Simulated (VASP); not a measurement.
Here is the system:

```
CELL_PARAMETERS angstrom
      4.03689     0.00000     0.00000
      0.00000     4.03689     0.00000
      0.00000     0.00000     4.03689
ATOMIC_POSITIONS crystal
  K  0.00000 0.00000 0.00000
  Mg 0.50000 0.50000 0.50000
  F  0.50000 0.00000 0.50000
  F  0.00000 0.50000 0.50000
  F  0.50000 0.50000 0.00000
```

Computed with PW91 GGA, VASP's PBE PAW potentials (set 64) (plane waves; VASP). Settings: 520 eV cut-off, 6×6×6 Γ-centred mesh, tetrahedra with Blöchl corrections, potentials K_sv Mg F.

The cores are frozen, which limits the accuracy of field gradients.

Q: Give the principal components of the electric field gradient (V/Å²) and the asymmetry η at each nucleus.

A: 
```json
[
 {"atom": "K1", "Vxx": "0.0", "Vyy": "0.0", "Vzz": "0.0", "η": "-"},
 {"atom": "Mg2", "Vxx": "0.0", "Vyy": "0.0", "Vzz": "0.0", "η": "-"},
 {"atom": "F3", "Vxx": "-24.5", "Vyy": "-24.5", "Vzz": "48.9", "η": "0.00"},
 {"atom": "F4", "Vxx": "-24.5", "Vyy": "-24.5", "Vzz": "48.9", "η": "0.00"},
 {"atom": "F5", "Vxx": "-24.5", "Vyy": "-24.5", "Vzz": "48.9", "η": "0.00"}
]
```

The compound is KMgF3 in the cubic perovskite structure. It was relaxed first.
